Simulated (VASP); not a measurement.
```yaml
crystal:
  lattice:
    - [2.93359, 0.00000, 0.00000]
    - [0.00000, 2.93359, 0.00000]
    - [0.00000, 0.00000, 2.93359]
  atoms:
    - { symbol: Ti, position: [0.00000, 0.00000, 0.00000] }
    - { symbol: Co, position: [0.50000, 0.50000, 0.50000] }
```

All values below come from RPBE GGA, VASP's PBE PAW potentials (set 64) (plane waves; VASP). Numerical set-up: 520 eV cut-off, 12×12×12 Γ-centred mesh, first-order Methfessel-Paxton smearing of 0.10 eV, potentials Ti_sv Co.

**Question.** Estimate the energy per atom (σ→0), pressure, band gap (on the k-mesh) with the smallest direct gap where there is one.

**Answer.** 
| Item | Value |
|---|---|
| band gap (on the k-mesh) | none (metal, semimetal or under 0.01 eV) |
| energy per atom (σ→0) | -7.302 eV/atom |
| pressure | 11.47 GPa |

Only differences to runs with the same potentials and settings are physical.

The compound is TiCo in the CsCl type structure. This cell is one point of a volume scan, at 0.94 of the reference volume. The run is not spin-polarised, so no magnetic state was tried. The electron count is odd and the run is not spin-polarised, which forces a metal.
